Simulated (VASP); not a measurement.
Output of a VASP run:

### OSZICAR
```
       N       E                     dE             d eps       ncg     rms          rms(c)
DAV:   1     0.209094991198E+03    0.20909E+03   -0.12140E+04   512   0.205E+03
DAV:   2    -0.329164302924E+02   -0.24201E+03   -0.23128E+03   808   0.323E+02
DAV:   3    -0.666667115021E+02   -0.33750E+02   -0.29508E+02   624   0.155E+02
DAV:   4    -0.679865218893E+02   -0.13198E+01   -0.13196E+01   912   0.300E+01
DAV:   5    -0.680366333739E+02   -0.50111E-01   -0.50109E-01   768   0.545E+00    0.314E+01
DAV:   6    -0.536765397281E+02    0.14360E+02   -0.43946E+01   752   0.498E+01    0.102E+01
DAV:   7    -0.542121125334E+02   -0.53557E+00   -0.20395E+01   752   0.489E+01    0.144E+01
DAV:   8    -0.543526326121E+02   -0.14052E+00   -0.86861E+00   776   0.250E+01    0.515E+00
DAV:   9    -0.538967659959E+02    0.45587E+00   -0.55739E+00   752   0.228E+01    0.290E+00
DAV:  10    -0.539867222770E+02   -0.89956E-01   -0.49717E-01   704   0.781E+00    0.520E-01
DAV:  11    -0.540287985477E+02   -0.42076E-01   -0.21178E-01   808   0.391E+00    0.147E+00
DAV:  12    -0.540328187215E+02   -0.40202E-02   -0.14073E-01   752   0.362E+00    0.117E-01
DAV:  13    -0.540262346807E+02    0.65840E-02   -0.88442E-03   672   0.102E+00    0.384E-01
DAV:  14    -0.540328895753E+02   -0.66549E-02   -0.59884E-03   664   0.842E-01    0.505E-02
DAV:  15    -0.540333200803E+02   -0.43050E-03   -0.74402E-04   832   0.275E-01    0.469E-02
DAV:  16    -0.540333052371E+02    0.14843E-04   -0.33154E-05   664   0.601E-02    0.366E-02
DAV:  17    -0.540333213000E+02   -0.16063E-04   -0.55485E-05   824   0.780E-02    0.174E-02
DAV:  18    -0.540333215895E+02   -0.28950E-06   -0.90054E-06   608   0.298E-02
   1 F= -.54033322E+02 E0= -.54033322E+02  d E =-.540333E+02
```

**OUTCAR**
```
------------------------ aborting loop because EDIFF is reached ----------------------------------------
  FORCE on cell =-STRESS in cart. coord.  units (eV):
  Direction    XX          YY          ZZ          XY          YZ          ZX
  --------------------------------------------------------------------------------------
  Total        0.0025516      0.0025516      0.0025516     -0.0000000      0.0000000     -0.0000000
  in kB        0.1018428      0.1018428      0.1018428     -0.0000000      0.0000000     -0.0000000
  external PRESSURE =       0.1018428 kB  Pullay stress =       0.0000000 kB
  volume of cell :       40.14
      direct lattice vectors                 reciprocal lattice vectors
     0.000000000  2.717605724  2.717605724    -0.183985482  0.183985482  0.183985482
     2.717605724  0.000000000  2.717605724     0.183985482 -0.183985482  0.183985482
     2.717605724  2.717605724  0.000000000     0.183985482  0.183985482 -0.183985482
 POSITION                                       TOTAL-FORCE (eV/Angst)
 -----------------------------------------------------------------------------------
      0.00000      0.00000      0.00000        -0.000000     -0.000000     -0.000000
      1.35880      1.35880      1.35880        -0.000000     -0.000000     -0.000000
      4.07641      4.07641      4.07641         0.000000      0.000000      0.000000
 -----------------------------------------------------------------------------------
    total drift:                                0.000000     -0.000000      0.000000
  FREE ENERGIE OF THE ION-ELECTRON SYSTEM (eV)
  ---------------------------------------------------
  free  energy   TOTEN  =       -54.0333215895 eV

  energy  without entropy=      -54.0333215895  energy(sigma->0) =      -54.03332159

 reached required accuracy - stopping structural energy minimisation
```
(Selected blocks of OUTCAR.)

**POSCAR**
```
CeO2
1
    0.0000000000     2.7176057240     2.7176057240
    2.7176057240    -0.0000000000     2.7176057240
    2.7176057240     2.7176057240     0.0000000000
Ce O
1 2
Direct
  0.0000000000   0.0000000000   0.0000000000
  0.2500000000   0.2500000000   0.2500000000
  0.7500000000   0.7500000000   0.7500000000
```

**Question.** Write an INCAR and KPOINTS that could have produced this output.

**Answer.** One answer among several that fit: the input of the run itself, r2SCAN meta-GGA, plane waves, VASP's PBE PAW potentials (set 64).

File KPOINTS:
```
Automatic mesh
0
Gamma
6 6 6
0 0 0
```

### INCAR
```
! general
SYSTEM   =  CeO2
PREC     =  Accurate
ENCUT    =  530   ! plane-wave cut-off (eV)
LREAL    =  F   ! projection in real space or not
LASPH    =  T

! electronic loop
EDIFF    =  1E-6   ! SCF stop (eV)
NELM     =  100
ALGO     =  Normal   ! blocked Davidson
LMAXMIX  =  6   ! l cut-off of mixed one-centre charges
LMIXTAU  =  T

! smearing
ISMEAR   =  0   ! Gaussian
SIGMA    =  0.05

! functional
METAGGA  =  R2SCAN

! ions
IBRION   =  2   ! conjugate gradients
NSW      =  60
ISIF     =  3   ! ions, shape and volume
EDIFFG   =  -0.02   ! ionic stop

! output
LWAVE    =  F
LCHARG   =  F
```

POTCAR, in this order: Ce O (PBE.64 set). Program: vasp_std.

The compound is CeO2 in the fluorite structure. It was relaxed first. The start is the result of an earlier pass. The run is not spin-polarised, so no magnetic state was tried.
